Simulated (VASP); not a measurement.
An input for Ansatz (written as the equivalent of a VASP run, and not itself run):

Ansatz 0.2 input:
```yaml
crystal:
  lattice:
    - [3.1965848, 0.0000000, 0.0000000]
    - [0.0000000, 3.1965848, 0.0000000]
    - [0.0000000, 0.0000000, 3.1965848]
  atoms:
    - { symbol: Al, position: [0.0000000, 0.0000000, 0.0000000] }
    - { symbol: As, position: [0.5000000, 0.5000000, 0.5000000] }
kpoints:
  mp_grid: { grid: [11, 11, 11] }
hamiltonian:
  xc: pbesol
  pseudopotentials: { kind: paw }
scf:
  occupations: { method: methfessel_paxton, width: 0.1 }
  max_iter: 100
relax:
  max_steps: 40
  f_tol: 0.02
  cell: { p_target: 5 }
output: { forces: true, stress: true, eigenvalues: true }
```

**Question.** Write the VASP files for the same calculation (PBEsol).

**Answer.** Several could match; the one computed here: 
### INCAR
```
! general
SYSTEM =AlAs
PREC   =Accurate
ENCUT  =500   ! plane-wave cut-off (eV)
LREAL  =.FALSE.   ! projection in real space or not
LASPH  =.TRUE.

! electronic loop
EDIFF  =1E-6   ! SCF stop (eV)
NELM   =100   ! most electronic steps
ALGO   =Normal   ! blocked Davidson
LMAXMIX=4   ! l cut-off of mixed one-centre charges

! smearing
ISMEAR =1
SIGMA  =0.1

! functional
GGA    =PS

! ions
IBRION =2   ! conjugate gradients
NSW    =40
ISIF   =3   ! ions, shape and volume
EDIFFG =-0.02   ! ionic stop
PSTRESS=50   ! kbar

! output
LWAVE  =.FALSE.
LCHARG =.FALSE.
```

File POSCAR:
```
AlAs
1
    3.1965848404    -0.0000000000    -0.0000000000
   -0.0000000000     3.1965848404    -0.0000000000
    0.0000000000     0.0000000000     3.1965848404
Al As
1 1
Direct
  0.0000000000   0.0000000000   0.0000000000
  0.5000000000   0.5000000000   0.5000000000
```

KPOINTS:
```
kpoints
0
gamma
  11 11 11
```

POTCAR, in this order: Al As (PBE.64 set). Program: vasp_std.

What does not carry over: each code has its own PAW files, so the cut-off isn't converted (ENCUT is set for VASP's; basis.ecutwfc is left out, and Ansatz then takes the one that its files recommend); Ansatz stops its SCF on the density residual and VASP on the energy change (EDIFF).

The structure was generated: AlAs was put into the CsCl type type (Pm-3m), which need not be its known phase. It was relaxed first under an external pressure of 5 GPa.
